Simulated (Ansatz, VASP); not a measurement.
# InF: VASP beside Ansatz, part 2 of 2

Wanted: the spread between two codes on one cell, functional and k mesh. The cell is generated by rule, not measured, and may not be a known phase. The cell is taken from a series of runs on this material, whose earlier steps may have relaxed, scaled, displaced or heated it; both programs get it as it stands.

VASP 6.6.1 and Ansatz 0.2.0.

So far. Step 5 (VASP: single point, LDA, pair 2): The run ends at a pressure of 4.16 GPa, with forces up to 0.26 eV/Å. Step 6 (Ansatz: single point, LDA, pair 2): The run ends at a pressure of 4.24 GPa, with forces up to 0.23 eV/Å.

## 7. Differences

Both answers:

| quantity | Ansatz | VASP | difference |
| --- | --- | --- | --- |
| pressure (GPa) | 4.24 | 4.16 | +0.08 |

Forces (eV/Å; atoms numbered as in POSCAR):

| atom | Ansatz x, y, z | VASP x, y, z |
| --- | --- | --- |
| In1 | 0.000, 0.000, 0.226 | 0.000, 0.000, 0.260 |
| In2 | 0.000, 0.000, 0.226 | 0.000, 0.000, 0.260 |
| F3 | 0.000, 0.000, -0.226 | 0.000, 0.000, -0.260 |
| F4 | 0.000, 0.000, -0.226 | 0.000, 0.000, -0.260 |

The forces differ by 20 meV/Å r.m.s., which is 13.1 % of the r.m.s. force of 0.150 eV/Å (both taken over all components).

## 8. VASP: single point, LDA, pair 3

With cell and atoms fixed, the geometry can't cause a difference; cores, projectors, grids and the points listed under the comparison can.

Input file INCAR:

```
SYSTEM = InF
PREC = Accurate
ENCUT = 600
EDIFF = 1E-06
NELM = 120
ISMEAR = 1
SIGMA = 0.2
LREAL = .FALSE.
ALGO = Normal
GGA = PW92
NBANDS = 26
LORBIT = 11
LWAVE = .FALSE.
LCHARG = .FALSE.
ISIF = 2
LASPH = .TRUE.
GGA_COMPAT = .FALSE.
KPAR = 2
```

Input file POSCAR:

```
InF
1.0
    3.1776817916      0.0000000000      0.0000000000
   -1.5888408958      2.7519531566      0.0000000000
    0.0000000000      0.0000000000      7.5354644677
In F
2 2
Direct
    0.0000000000      0.0000000000      0.9901188018
    0.0000000000      0.0000000000      0.4901188018
    0.3333333333      0.6666666667      0.3097176195
    0.6666666667      0.3333333333      0.8097176195
```

Input file KPOINTS:

```
Automatic mesh
0
Gamma
15 15 6
0 0 0
```

The projector-augmented-wave data sets are In_d and F (LDA family, release 64).

On the command line:

```bash
$ mpirun -np 2 vasp_std
```

Numbers of over 12 decimals in the logs are rounded to 6 here.

The program printed:

```text
[... set-up lines as in an earlier step ...]
 entering main loop
       N       E                     dE             d eps       ncg     rms          rms(c)
DAV:   1     0.475328060255E+03    0.47533E+03   -0.21853E+04  5642   0.235E+03
DAV:   2     0.468144795880E+02   -0.42851E+03   -0.41377E+03  5992   0.531E+02
DAV:   3    -0.154614642602E+02   -0.62276E+02   -0.61170E+02  6334   0.207E+02
DAV:   4    -0.182585031775E+02   -0.27970E+01   -0.27850E+01  7068   0.446E+01
[...]
DAV:  12    -0.168254003780E+02   -0.13617E-05   -0.39140E-05  7812   0.452E-02    0.268E-02
DAV:  13    -0.168253987758E+02    0.16021E-05   -0.12774E-05  7974   0.377E-02    0.899E-03
DAV:  14    -0.168253987247E+02    0.51155E-07   -0.11295E-06  3070   0.131E-02
   1 F= -.16825399E+02 E0= -.16825769E+02  d E =0.111210E-02
```

From OUTCAR (step 8):

```text
  Total        3.0100560      3.0100560      4.4817710      0.0000000      0.0000000      0.0000000
  in kB       73.1852707     73.1852707    108.9679481      0.0000000      0.0000000      0.0000000
  external PRESSURE =      85.1128298 kB  Pullay stress =       0.0000000 kB

 POSITION                                       TOTAL-FORCE (eV/Angst)
 -----------------------------------------------------------------------------------
      0.00000      0.00000      7.46101        -0.000000      0.000000      0.840390
      0.00000      0.00000      3.69327         0.000000      0.000000      0.840390
     -0.00000      1.83464      2.33387         0.000000      0.000000     -0.840390
      1.58884      0.91732      6.10160        -0.000000     -0.000000     -0.840390
 -----------------------------------------------------------------------------------
    total drift:                               -0.000000     -0.000000     -0.000270

  FREE ENERGIE OF THE ION-ELECTRON SYSTEM (eV)
  ---------------------------------------------------
  free  energy   TOTEN  =       -16.8253987247 eV

  energy  without entropy=      -16.8265108199  energy(sigma->0) =      -16.82576942

[... 2 parts as in an earlier step ...]

[... 1 further part left out ...]
[key lines of the parts left out:]
E-fermi :   6.4404
```

The run ends at a pressure of 8.51 GPa, with forces up to 0.84 eV/Å.

## 9. Ansatz: single point, LDA, pair 3

The same cell, functional (in two slightly different forms), mesh and smearing now go to Ansatz, which takes its cutoff from its data sets.

The cell is taken from a series of runs on this material, whose earlier steps may have relaxed, scaled, displaced or heated it; both programs get it as it stands.

Input file input.yaml:

```yaml
crystal:
  lattice:
    - [3.1776817916, 0.0, 0.0]
    - [-1.5888408958, 2.7519531566, 0.0]
    - [0.0, 0.0, 7.5354644677]
  atoms:
    - { symbol: In, position: [0.0, 0.0, -0.0098811982] }
    - { symbol: In, position: [0.0, 0.0, 0.4901188018] }
    - { symbol: F, position: [0.3333333333, 0.6666666667, 0.3097176195] }
    - { symbol: F, position: [0.6666666667, 0.3333333333, 0.8097176195] }
kpoints:
  mp_grid: { grid: [15, 15, 6] }
hamiltonian:
  xc: lda
scf:
  occupations: { method: methfessel_paxton, width: 0.2 }
output:
  forces: true
  stress: true
  eigenvalues: true
```

On the command line:

```bash
$ ansatz run input.yaml --threads 4 --pin off --max-ram 7168MiB --backend cpu --events-out ev --progress --plain --runs-dir out
```

The program printed:

```text
[...]
Crystal: 4 atoms, lattice volume = 65.896 Å³
Basis set: ecut = 420 eV, 1321 PW (Γ)
Bands: 24, of which v1, the nominal top of the filled ones, is band 20 counted from 1 (19 counted from 0)
Symmetry: 12 space group operations
[...]
k-points: 108 of 1350 (time reversal used)
[...]
--- Band table (eV; the first three rows and the last of 108) ---
  k-point 0: bands = [... 16 lower, 3.9257, 4.0117, 4.0117, 6.9490, 9.5834, 14.1361, 17.9478, 20.0319]
  k-point 1: bands = [... 16 lower, 3.9316, 4.0068, 4.0068, 6.6435, 9.9343, 13.6837, 18.4946, 20.0856]
  k-point 2: bands = [... 16 lower, 3.9909, 3.9909, 4.5147, 5.9862, 10.7291, 12.7388, 19.7139, 20.2412]
  k-point 107: bands = [... 16 lower, 3.3802, 3.3802, 9.3182, 9.3182, 10.6629, 10.6629, 12.0557, 12.0557]
[key lines of the parts left out:]
SCF converged after 8 iterations
Free energy (F): -12501.945404 eV
Fermi energy:    9.300611 eV
P = ⅓ Tr σ = 8.4894 GPa (84.894 kbar)
```

The run ends at a pressure of 8.49 GPa, with forces up to 0.79 eV/Å.

## 10. Side by side

Compared:

| quantity | Ansatz | VASP | difference |
| --- | --- | --- | --- |
| pressure (GPa) | 8.49 | 8.51 | -0.02 |

Forces (eV/Å; atoms numbered as in POSCAR):

| atom | Ansatz x, y, z | VASP x, y, z |
| --- | --- | --- |
| In1 | 0.000, 0.000, 0.791 | 0.000, 0.000, 0.840 |
| In2 | 0.000, 0.000, 0.791 | 0.000, 0.000, 0.840 |
| F3 | 0.000, 0.000, -0.791 | 0.000, 0.000, -0.840 |
| F4 | 0.000, 0.000, -0.791 | 0.000, 0.000, -0.840 |

The forces differ by 29 meV/Å r.m.s., which is 5.9 % of the r.m.s. force of 0.485 eV/Å (both taken over all components).

## 11. Outcome

- difference in pressure (single point, LDA, pair 1): 0.12 GPa
- r.m.s. force difference (single point, LDA, pair 2): 20 meV/Å
- r.m.s. force difference (single point, LDA, pair 3): 5.9 % of the r.m.s. force

In words: The r.m.s. force difference is 5.9 % of the r.m.s. force (single point, LDA, pair 3), beyond the 3 % picked in this series as the mark of a large difference. What causes the difference of the single point, LDA, pair 2 pair stays open here. What causes the difference of the single point, LDA, pair 3 pair stays open here. 5 further runs of this series are not shown here. Such differences can come from data sets, numerical settings and the points named under the comparisons, not from the functional's error against experiment.

[Lines on the potential files, build, host, timing and source positions are cut from VASP's logs without a mark.]

[Logs are printed without paths, hosts, clocks, repeated set-up lines and the standing remarks that a program may print on its own settings, such as how far it seeks lower states.]

[Hosts, paths, dates, database ids (printed as entryN), source tags and the programs' standing remarks are cut or masked in the printed files.]
